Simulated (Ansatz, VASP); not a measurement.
# Cross-check of Si13Ge22O70 (glassy 63GeO2-37SiO2 (mol %)) between VASP and Ansatz, part 2 of 2

Wanted: the spread between two codes on one cell, functional and k mesh. Of the first pair: The structure shown is the start of the Ansatz relaxation below; VASP solves that cell, so the two are compared at the walk's first step.

VASP 6.6.1 and Ansatz 0.2.0.

So far. Step 3 (VASP: single point, PBE, start cell, pair 1): The run ends at a pressure of 9.60 GPa, with forces up to 1.0 eV/Å.

**5. Ansatz: relaxation, PBE**

Level of this step: Ansatz beside VASP: Kohn-Sham DFT, plane waves, PBE (Ansatz).

This run makes the geometry at which the two programs are then compared.

The structure compared here is the end of the Ansatz relaxation.

input.yaml reads:

```yaml
crystal:
  lattice:
    - [11.67506, -0.03276, -0.08885]
    - [-0.03276, 11.56839, -0.22108]
    - [-0.08885, -0.22108, 11.199]
  atoms:
    - { symbol: Ge, position: [0.56491, 0.2953, 0.4245] }
    - { symbol: Ge, position: [0.05809, 0.62433, 0.24556] }
    - { symbol: Ge, position: [0.74274, 0.77809, 0.78274] }
    - { symbol: Ge, position: [0.69033, 0.13584, 0.2334] }
    - { symbol: Ge, position: [0.74552, 0.39161, 0.61563] }
    - { symbol: Ge, position: [0.1591, 0.78589, 0.63026] }
    - { symbol: Ge, position: [0.91539, 0.61408, 0.63122] }
    - { symbol: Ge, position: [0.08478, 0.84804, 0.89345] }
    - { symbol: Ge, position: [0.82204, 0.67079, 0.35798] }
    - { symbol: Ge, position: [0.23211, 0.20976, 0.73044] }
    - { symbol: Ge, position: [0.43631, 0.75413, 0.99292] }
    - { symbol: Ge, position: [0.63494, 0.37637, 0.85823] }
    - { symbol: Ge, position: [0.24611, 0.37837, 0.95506] }
    - { symbol: Ge, position: [0.85264, 0.41493, 0.0293] }
    - { symbol: Ge, position: [0.85899, 0.15258, 0.60786] }
    - { symbol: Ge, position: [0.44009, 0.92568, 0.33718] }
    - { symbol: Ge, position: [0.05952, 0.58549, 0.97379] }
    - { symbol: Ge, position: [0.32901, 0.58575, 0.60895] }
    - { symbol: Ge, position: [0.04355, 0.21962, 0.0372] }
    - { symbol: Ge, position: [0.10498, 0.43753, 0.64838] }
    - { symbol: Ge, position: [0.58069, 0.14018, 0.96795] }
    - { symbol: Ge, position: [0.18289, 0.84855, 0.36721] }
    - { symbol: Si, position: [0.91971, 0.20143, 0.35307] }
    - { symbol: Si, position: [0.34233, 0.44892, 0.36636] }
    - { symbol: Si, position: [0.41435, 0.52618, 0.12643] }
    - { symbol: Si, position: [0.13616, 0.99209, 0.13683] }
    - { symbol: Si, position: [0.52179, 0.60819, 0.7889] }
    - { symbol: Si, position: [0.69279, 0.87919, 0.30151] }
    - { symbol: Si, position: [0.69318, 0.77541, 0.04404] }
    - { symbol: Si, position: [0.67249, 0.54685, 0.16979] }
[... 69 atom lines left out ...]
    - { symbol: O, position: [0.04577, 0.09812, 0.12571] }
    - { symbol: O, position: [0.42116, 0.67801, 0.85865] }
    - { symbol: O, position: [0.72356, 0.10042, 0.62423] }
    - { symbol: O, position: [0.1228, 0.63283, 0.10815] }
    - { symbol: O, position: [0.3646, 0.44676, 0.01717] }
    - { symbol: O, position: [0.56944, 0.81821, 0.00247] }
kpoints:
  mp_grid: { grid: [1, 1, 1] }
hamiltonian:
  xc: pbe
scf:
  occupations: { method: fixed }
output:
  forces: true
  eigenvalues: true
  stress: true
relax:
  f_tol: 0.05
  max_steps: 70
```

On the command line:

```sh
> ansatz run input.yaml --threads 4 --pin off --max-ram 12288MiB --backend cpu --events-out ev --progress --plain --runs-dir out
```

Numbers of over 12 decimals in the logs are rounded to 6 here.

Log:

```text
[...]
Crystal: 105 atoms, lattice volume = 1511.880 Å³
Basis set: ecut = 420 eV, 29605 PW (Γ), exchange–correlation on 160×160×150 points (8 copies of the dense FFT grid, shifted against one another)
Bands: 495, of which v1, the nominal top of the filled ones, is band 390 counted from 1 (389 counted from 0)
Symmetry: 1 space group operations
[...]
k-points: 1
[...]
- { symbol: O, position: [0.749518, 0.442286, 0.146948] }
    - { symbol: O, position: [0.693334, 0.605961, 0.311150] }
    - { symbol: O, position: [0.114862, 0.950156, 0.293256] }
    - { symbol: O, position: [0.036513, 0.267765, 0.339642] }
    - { symbol: O, position: [0.399894, 0.672327, 0.105760] }
    - { symbol: O, position: [0.880146, 0.295837, 0.588247] }
    - { symbol: O, position: [0.926033, 0.093587, 0.426512] }
[...]
- { symbol: O, position: [0.730815, 0.104345, 0.597751] }
    - { symbol: O, position: [0.124991, 0.636621, 0.111964] }
    - { symbol: O, position: [0.363118, 0.452698, 0.014631] }
    - { symbol: O, position: [0.565351, 0.830883, 0.00101701] }
```

**6. VASP: single point, PBE, relaxed cell, pair 2**

The same cell, functional and mesh now go to VASP, with its own data sets.

INCAR reads:

```
SYSTEM = Si13Ge22O70
PREC = Accurate
ENCUT = 600
EDIFF = 1E-06
NELM = 120
ISMEAR = 0
SIGMA = 0.01
LREAL = Auto
ALGO = Normal
GGA = PE
NBANDS = 464
LORBIT = 11
LWAVE = .FALSE.
LCHARG = .FALSE.
ISIF = 2
LASPH = .TRUE.
GGA_COMPAT = .FALSE.
EFERMI = MIDGAP
NCORE = 2
```

POSCAR reads:

```
Si13Ge22O70
1.0
   11.6750600000     -0.0327600000     -0.0888500000
   -0.0327600000     11.5683900000     -0.2210800000
   -0.0888500000     -0.2210800000     11.1990000000
Ge Si O
22 13 70
Direct
    0.5621500000      0.2999600000      0.4146800000
    0.0568400000      0.6246200000      0.2511700000
    0.7506100000      0.7857400000      0.7814900000
    0.6897100000      0.1377000000      0.2261800000
    0.7551200000      0.3846800000      0.6022700000
    0.1691900000      0.7863400000      0.6483800000
    0.9224300000      0.6102400000      0.6358300000
    0.0822100000      0.8494600000      0.9024900000
    0.8225500000      0.6753100000      0.3635300000
    0.2326600000      0.2008200000      0.7364200000
    0.4319200000      0.7598500000      0.9869900000
    0.6427400000      0.3716700000      0.8503900000
    0.2470300000      0.3718200000      0.9590400000
    0.8477600000      0.4215100000      0.0322000000
    0.8736800000      0.1442000000      0.5708300000
    0.4356100000      0.9203100000      0.3311000000
    0.0575500000      0.5828300000      0.9784100000
    0.3342100000      0.5843600000      0.6151700000
    0.0381200000      0.2249100000      0.0459200000
    0.1093100000      0.4339500000      0.6549200000
    0.5749200000      0.1387900000      0.9582200000
    0.1823500000      0.8457400000      0.3848400000
    0.9494600000      0.1652600000      0.3062900000
    0.3393100000      0.4550300000      0.3678000000
    0.4067300000      0.5343700000      0.1286700000
    0.1248700000      0.9925900000      0.1582100000
    0.5317300000      0.6093100000      0.7846500000
    0.6908200000      0.8838300000      0.3079600000
    0.6907900000      0.7848100000      0.0460500000
    0.6663500000      0.5525000000      0.1763500000
[... 69 atom lines left out ...]
    0.0285100000      0.1086100000      0.1705800000
    0.4241900000      0.6720600000      0.8565600000
    0.7308100000      0.1043400000      0.5977500000
    0.1249900000      0.6366200000      0.1119600000
    0.3631200000      0.4527000000      0.0146300000
    0.5653500000      0.8308800000      0.0010200000
```

KPOINTS reads:

```
Automatic mesh
0
Gamma
1 1 1
0 0 0
```

PAW data sets: Ge_d, Si and O (PBE family, release 64).

On the command line:

```sh
> mpirun -np 8 vasp_gam
```

Log:

```text
[... set-up lines as in an earlier step ...]
 entering main loop
       N       E                     dE             d eps       ncg     rms          rms(c)
DAV:   1     0.275964610545E+05    0.27596E+05   -0.27354E+05  1208   0.428E+03
DAV:   2     0.607358841648E+04   -0.21523E+05   -0.20328E+05   936   0.125E+03
DAV:   3     0.869019995977E+02   -0.59867E+04   -0.55701E+04  1016   0.412E+02
DAV:   4    -0.780387447673E+03   -0.86729E+03   -0.84996E+03  1080   0.176E+02
[...]
DAV:  17    -0.723151185210E+03   -0.19944E-05   -0.11888E-04  1264   0.380E-02    0.850E-03
DAV:  18    -0.723151185627E+03   -0.41776E-06   -0.23663E-05  1304   0.208E-02    0.634E-03
DAV:  19    -0.723151185687E+03   -0.59255E-07   -0.39285E-06   808   0.107E-02
   1 F= -.72315119E+03 E0= -.72315119E+03  d E =0.000000E+00
```

Parts of OUTCAR (step 6):

```text
  FREE ENERGIE OF THE ION-ELECTRON SYSTEM (eV)
  ---------------------------------------------------
  free  energy   TOTEN  =      -723.1511856867 eV

  energy  without entropy=     -723.1511856867  energy(sigma->0) =     -723.15118569
```

The run ends at a pressure of 1.37 GPa, with forces up to 0.10 eV/Å.

**7. Differences**

What differs besides the data sets and the points named for the pairs above, as far as they apply: the cutoff is 420 eV in Ansatz and 600 eV in VASP (PREC = Accurate, projectors in real space). Total energies have different zeros and are not compared.

The two programs side by side:

```
              quantity  Ansatz   VASP  difference
        pressure (GPa)    1.73   1.37       +0.36
gap on the k mesh (eV)   2.422  2.392      +0.030
```

Forces on 8 of the 105 atoms, those with the largest forces and the largest differences (eV/Å; atoms numbered as in POSCAR):

| atom | Ansatz x, y, z | VASP x, y, z |
| --- | --- | --- |
| Ge19 | -0.024, 0.016, 0.009 | -0.063, 0.064, 0.002 |
| O47 | -0.004, 0.004, -0.001 | 0.058, -0.080, 0.018 |
| O59 | -0.002, -0.003, -0.008 | 0.022, -0.059, -0.066 |
| O89 | 0.003, -0.003, -0.005 | 0.007, 0.015, 0.089 |
| O92 | -0.003, 0.022, -0.006 | 0.013, -0.058, 0.047 |
| O93 | 0.004, 0.004, -0.004 | 0.024, 0.004, 0.089 |
| O99 | -0.007, 0.003, 0.007 | -0.052, 0.050, 0.064 |
| O102 | 0.021, 0.008, -0.009 | 0.083, 0.027, -0.022 |

The forces differ by 31 meV/Å r.m.s., where the r.m.s. force is 0.009 eV/Å in Ansatz and 0.032 eV/Å in VASP: the atoms lie near their places of rest in Ansatz, so a percentage would say little (all taken over all components). A gap on the mesh is an upper bound, since the band edges may lie between its points.

**8. Summary of results**

```json
{"r.m.s. force difference (single point, PBE, start cell, pair 1)": "12 % of the r.m.s. force", "r.m.s. force difference (single point, PBE, relaxed cell, pair 2)": "31 meV/Å"}
```

What this shows: The r.m.s. force difference is 12 % of the r.m.s. force (single point, PBE, start cell, pair 1), beyond the 3 % picked in this series as the mark of a large difference. What causes the difference of the single point, PBE, start cell, pair 1 pair stays open here. What causes the difference of the single point, PBE, relaxed cell, pair 2 pair stays open here. How closely two codes agree says nothing of how well the functional describes the real material.

[Lines on the potential files, build, host, timing and source positions are cut from VASP's logs without a mark.]

[Logs are printed without paths, hosts, clocks, repeated set-up lines and the standing remarks that a program may print on its own settings, such as how far it seeks lower states.]

[Hosts, paths, dates, database ids (printed as entryN), source tags and the programs' standing remarks are cut or masked in the printed files.]
